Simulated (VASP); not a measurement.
CaS (relaxed from the zinc blende structure, space group F-43m): computed properties

The numbers are results of PBE GGA, VASP's PBE PAW potentials (set 64) (plane waves; VASP 6.6.1), not measurements.

space group: F-43m (216)
cell: a = 6.308 Å, b = 6.308 Å, c = 6.308 Å, α = 90.00°, β = 90.00°, γ = 90.00°
volume per atom: 31.38 Å³/atom
band gap (over mesh and band path): 3.63 eV
smallest direct gap (over mesh and band path): 3.77 eV
band-edge character: indirect, K to Γ
density: 1.91 g/cm³

```cif
data_Ca4S4
_chemical_formula_sum 'Ca4 S4'
_space_group_name_H-M_alt 'F-43m'
_space_group_IT_number 216
_space_group_name_Hall 'F -4 2 3'
_cell_length_a 6.30815
_cell_length_b 6.30815
_cell_length_c 6.30815
_cell_angle_alpha 90.000
_cell_angle_beta 90.000
_cell_angle_gamma 90.000
loop_
_atom_site_label
_atom_site_type_symbol
_atom_site_symmetry_multiplicity
_atom_site_Wyckoff_symbol
_atom_site_fract_x
_atom_site_fract_y
_atom_site_fract_z
_atom_site_occupancy
Ca1 Ca 4 a 0.00000 0.00000 0.00000 1
S1 S 4 d 0.75000 0.75000 0.75000 1
```
(The calculation used a cell of 2 atoms; values per cell refer to that cell.)

The structure was generated: CaS was put into the zinc blende type (F-43m), which need not be its known phase. It was relaxed first, which changed the volume by -8 %. Symmetry was kept, so distortions that lower it aren't found.
